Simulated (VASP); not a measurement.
Level of theory: SCAN meta-GGA, VASP's PBE PAW potentials (set 64) (plane waves; VASP 6.6.1).

Input for VASP

INCAR:
```
# general
SYSTEM =ZnS
PREC   =Accurate
ENCUT  =400
LREAL  =.FALSE.
LASPH  =.TRUE.

# electronic loop
EDIFF  =1E-7
NELM   =100
ALGO   =Normal
LMAXMIX=4
LMIXTAU=.TRUE.

# smearing
ISMEAR =-5

# functional
METAGGA=SCAN

# ions
ISIF   =2

# output
LWAVE  =.FALSE.
LCHARG =.FALSE.
LORBIT =11
NEDOS  =601

# other
LEFG   =.TRUE.
```

File POSCAR:
```
ZnS
1
    3.7908161817     0.0000000000    -0.0000000000
   -1.8954080908     3.2829428112     0.0000000000
    0.0000000000     0.0000000000     6.2137968462
Zn S
2 2
Direct
  0.3333330000   0.6666670000   0.9999291303
  0.6666670000   0.3333330000   0.4999291303
  0.3333330000   0.6666670000   0.3748708697
  0.6666670000   0.3333330000   0.8748708697
```

### KPOINTS
```
Automatic
0
gamma
8 8 4
0 0 0
```

KPOINTS_OPT:
```
k-points along high-symmetry lines
6
Line-mode
Reciprocal
  0.000000   0.000000   0.000000 ! GAMMA
  0.500000   0.000000   0.000000 ! M

  0.500000   0.000000   0.000000 ! M
  0.333333   0.333333   0.000000 ! K

  0.333333   0.333333   0.000000 ! K
  0.000000   0.000000   0.000000 ! GAMMA

  0.000000   0.000000   0.000000 ! GAMMA
  0.000000   0.000000   0.500000 ! A

  0.000000   0.000000   0.500000 ! A
  0.500000   0.000000   0.500000 ! L

  0.500000   0.000000   0.500000 ! L
  0.333333   0.333333   0.500000 ! H

  0.333333   0.333333   0.500000 ! H
  0.000000   0.000000   0.500000 ! A

  0.500000   0.000000   0.500000 ! L
  0.500000   0.000000   0.000000 ! M

  0.333333   0.333333   0.500000 ! H
  0.333333   0.333333   0.000000 ! K
```

POTCAR, in this order: Zn S (PBE.64 set). Program: vasp_std.

Output of the run:

OUTCAR:
```
 ion  position               nearest neighbor table
   1  0.333  0.667  1.000-   4 2.32   4 2.32   4 2.32   3 2.33
   2  0.667  0.333  0.500-   3 2.32   3 2.32   3 2.32   4 2.33
   3  0.333  0.667  0.375-   2 2.32   2 2.32   2 2.32   1 2.33
   4  0.667  0.333  0.875-   1 2.32   1 2.32   1 2.32   2 2.33
  LATTYP: Found a hexagonal cell.
 ALAT       =     3.7908161817
 C/A-ratio  =     1.6391712361
 Subroutine PRICEL returns:
 Original cell was already a primitive cell.
 Subroutine GETGRP returns: Found 12 space group operations
The static configuration has the point symmetry C_3v.
 The point group associated with its full space group is C_6v.
The dynamic configuration has the point symmetry C_3v.
 Subroutine INISYM returns: Found 12 space group operations
 Subroutine IBZKPT returns following result:
 Found     30 irreducible k-points:

 Following reciprocal coordinates:
            Coordinates               Weight
  0.000000  0.000000  0.000000      1.000000
  0.125000  0.000000  0.000000      6.000000
  0.250000  0.000000  0.000000      6.000000
  0.375000  0.000000  0.000000      6.000000
  0.500000  0.000000  0.000000      3.000000
  0.125000  0.125000  0.000000      6.000000
  0.250000  0.125000  0.000000     12.000000
  0.375000  0.125000  0.000000     12.000000
  0.250000  0.250000  0.000000      6.000000
  0.375000  0.250000  0.000000      6.000000
  0.000000  0.000000  0.250000      2.000000
  0.125000  0.000000  0.250000     12.000000
  0.250000  0.000000  0.250000     12.000000
  0.375000  0.000000  0.250000     12.000000
  0.500000  0.000000  0.250000      6.000000
  0.125000  0.125000  0.250000     12.000000
  0.250000  0.125000  0.250000     24.000000
  0.375000  0.125000  0.250000     24.000000
  0.250000  0.250000  0.250000     12.000000
  0.375000  0.250000  0.250000     12.000000
  0.000000  0.000000  0.500000      1.000000
  0.125000  0.000000  0.500000      6.000000
  0.250000  0.000000  0.500000      6.000000
  0.375000  0.000000  0.500000      6.000000
  0.500000  0.000000  0.500000      3.000000
  0.125000  0.125000  0.500000      6.000000
  0.250000  0.125000  0.500000     12.000000
  0.375000  0.125000  0.500000     12.000000
  0.250000  0.250000  0.500000      6.000000
  0.375000  0.250000  0.500000      6.000000
   k-points           NKPTS =     30   k-points in BZ     NKDIM =     30   number of bands    NBANDS=     22
   number of dos      NEDOS =    601   number of ions     NIONS =      4
   total plane-waves  NPLWV =  32928
   dimension x,y,z NGX =    28 NGY =   28 NGZ =   42
   dimension x,y,z NGXF=    56 NGYF=   56 NGZF=   84
   ions per type =               2   2
   PREC   = accura    normal or accurate (medium, high low for compatibility)
   ISTART =      0    job   : 0-new  1-cont  2-samecut
   ICHARG =      2    charge: 1-file 2-atom 10-const
   ISPIN  =      1    spin polarized calculation?
   LNONCOLLINEAR =      F non collinear calculations
   LSORBIT =      F    spin-orbit coupling
   INIWAV =      1    electr: 0-lowe 1-rand  2-diag
   ENCUT  =  400.0 eV  29.40 Ry    5.42 a.u.   6.18  6.18 10.13*2*pi/ulx,y,z
   NELM   =    100;   NELMIN=  2; NELMDL= -5     # of ELM steps
   EDIFF  = 0.1E-06   stopping-criterion for ELM
   LREAL  =      F    real-space projection
   NLSPLINE    = F    spline interpolate recip. space projectors
   LMAXMIX     =    4 max onsite mixed and CHGCAR
   VOSKOWN=      0    Vosko Wilk Nusair interpolation
   EDIFFG = 0.1E-05   stopping-criterion for IOM
   NSW    =      0    number of steps for IOM
   NBLOCK =      1;   KBLOCK =      1    inner block; outer block
   IBRION =     -1    ionic relax: 0-MD 1-quasi-New 2-CG
   NFREE  =      0    steps in history (QN), initial steepest desc. (CG)
...
```

**OSZICAR**
```
       N       E                     dE             d eps       ncg     rms          rms(c)
DAV:   1     0.176221352287E+03    0.17622E+03   -0.15658E+04  1320   0.171E+03
DAV:   2    -0.366038582500E+02   -0.21283E+03   -0.20825E+03  1398   0.349E+02
DAV:   3    -0.556022425245E+02   -0.18998E+02   -0.18928E+02  1608   0.112E+02
DAV:   4    -0.559705666055E+02   -0.36832E+00   -0.36789E+00  1536   0.161E+01
DAV:   5    -0.559771944759E+02   -0.66279E-02   -0.66273E-02  1608   0.208E+00    0.109E+01
DAV:   6    -0.518502474069E+02    0.41269E+01   -0.34972E+00  1728   0.511E+01    0.953E+00
DAV:   7    -0.492283525110E+02    0.26219E+01   -0.11852E+00  1350   0.133E+01    0.437E+00
DAV:   8    -0.501576235622E+02   -0.92927E+00   -0.92923E-01  1362   0.617E+00    0.153E+00
DAV:   9    -0.499609448585E+02    0.19668E+00   -0.14555E-01  1398   0.364E+00    0.110E+00
DAV:  10    -0.498854685875E+02    0.75476E-01   -0.97033E-02  1338   0.289E+00    0.681E-01
DAV:  11    -0.499721163907E+02   -0.86648E-01   -0.98519E-02  1320   0.309E+00    0.183E-01
DAV:  12    -0.499722611394E+02   -0.14475E-03   -0.84330E-03  1464   0.103E+00    0.814E-02
DAV:  13    -0.499753698459E+02   -0.31087E-02   -0.55608E-03  1398   0.678E-01    0.895E-02
DAV:  14    -0.499727966764E+02    0.25732E-02   -0.28526E-03  1356   0.624E-01    0.518E-02
DAV:  15    -0.499758514580E+02   -0.30548E-02   -0.13908E-03  1374   0.345E-01    0.176E-02
DAV:  16    -0.499764941669E+02   -0.64271E-03   -0.42692E-04  1440   0.216E-01    0.181E-02
DAV:  17    -0.499764443166E+02    0.49850E-04   -0.21197E-05  1584   0.490E-02    0.179E-02
DAV:  18    -0.499764864144E+02   -0.42098E-04   -0.15585E-05  1404   0.451E-02    0.343E-03
DAV:  19    -0.499764818961E+02    0.45183E-05   -0.68943E-06  1416   0.306E-02    0.301E-03
DAV:  20    -0.499764849919E+02   -0.30957E-05   -0.39193E-07  1620   0.590E-03    0.124E-03
DAV:  21    -0.499764814234E+02    0.35684E-05   -0.17766E-07  1014   0.505E-03    0.536E-04
DAV:  22    -0.499764794201E+02    0.20033E-05   -0.70347E-08   858   0.359E-03    0.452E-04
DAV:  23    -0.499764793655E+02    0.54628E-07   -0.69177E-09   774   0.973E-04
   1 F= -.49976479E+02 E0= -.49976479E+02  d E =0.000000E+00
       N       E                     dE             ncg
       N       E                     dE             ncg
```

OUTCAR:
```
------------------------ aborting loop because EDIFF is reached ----------------------------------------
  FORCE on cell =-STRESS in cart. coord.  units (eV):
  Direction    XX          YY          ZZ          XY          YZ          ZX
  --------------------------------------------------------------------------------------
  Total       -0.0651814     -0.0651814      0.0304145     -0.0000000      0.0000000      0.0000000
  in kB       -1.3504575     -1.3504573      0.6301416     -0.0000000      0.0000000      0.0000000
  external PRESSURE =      -0.6902577 kB  Pullay stress =       0.0000000 kB
  volume of cell :       77.33
      direct lattice vectors                 reciprocal lattice vectors
     3.790816182  0.000000000  0.000000000     0.263795434  0.152302379  0.000000000
    -1.895408091  3.282942811  0.000000000     0.000000000  0.304604758  0.000000000
     0.000000000  0.000000000  6.213796846     0.000000000  0.000000000  0.160932201
  FREE ENERGIE OF THE ION-ELECTRON SYSTEM (eV)
  ---------------------------------------------------
  free  energy   TOTEN  =       -49.9764793655 eV

  energy  without entropy=      -49.9764793655  energy(sigma->0) =      -49.97647937

 total charge

# of ion       s       p       d       tot
------------------------------------------
    1        0.510   0.494   9.819  10.824
    2        0.510   0.494   9.819  10.824
    3        1.306   2.471   0.000   3.777
    4        1.306   2.471   0.000   3.777
--------------------------------------------------
tot          3.633   5.931  19.638  29.203

 Electric field gradients after diagonalization (V/A^2)
 (convention: |V_zz| > |V_xx| > |V_yy|)
----------------------------------------------------------------------
 ion       V_xx      V_yy      V_zz     asymmetry (V_yy - V_xx)/ V_zz
----------------------------------------------------------------------
   1      -0.709    -0.695     1.404       0.010
   2      -0.709    -0.695     1.404       0.010
   3      -1.116    -1.115     2.231       0.000
   4      -1.116    -1.115     2.231       0.000
```
(Selected blocks of OUTCAR.)

**OUTCAR**
```
 val. band max:        2.0082322415   @ k =   0.0000   0.0000   0.0000

 cond. band min:       4.8054243481   @ k =   0.0000   0.0000   0.0000


 Fermi energy:         2.0266368469

 k-point     1 :       0.0000    0.0000    0.0000
  band No.  band energies     occupation
      1     -11.8590      2.00000
      2     -10.8758      2.00000
      3      -4.5727      2.00000
      4      -4.5611      2.00000
      5      -4.5611      2.00000
      6      -4.4689      2.00000
      7      -4.4689      2.00000
      8      -4.0397      2.00000
      9      -4.0397      2.00000
     10      -3.9599      2.00000
     11      -3.9598      2.00000
     12      -3.8196      2.00000
     13      -3.5458      2.00000
     14       1.0661      2.00000
     15       1.0661      2.00000
     16       1.9307      2.00000
     17       2.0082      2.00000
     18       2.0082      2.00000
     19       4.8054      0.00000
     20       5.5972      0.00000
     21       8.7681      0.00000
     22       8.7684      0.00000

 k-point     2 :       0.1250    0.0000    0.0000
  band No.  band energies     occupation
      1     -11.7487      2.00000
      2     -10.8143      2.00000
      3      -4.5721      2.00000
      4      -4.5461      2.00000
      5      -4.5384      2.00000
      6      -4.4556      2.00000
      7      -4.4362      2.00000
      8      -4.0554      2.00000
      9      -4.0407      2.00000
     10      -4.0249      2.00000
     11      -3.9544      2.00000
     12      -3.7697      2.00000
     13      -3.3837      2.00000
     14       0.2752      2.00000
     15       0.8141      2.00000
     16       1.1619      2.00000
     17       1.7872      2.00000
     18       1.8695      2.00000
     19       5.5579      0.00000
     20       6.2849      0.00000
     21       8.3211      0.00000
     22       9.0821      0.00000

 k-point     3 :       0.2500    0.0000    0.0000
  band No.  band energies     occupation
      1     -11.4530      2.00000
...
```

The structure comes from a measured ZnS entry (P6_3mc) of the Crystallography Open Database, whose conditions weren't checked. It was relaxed first.
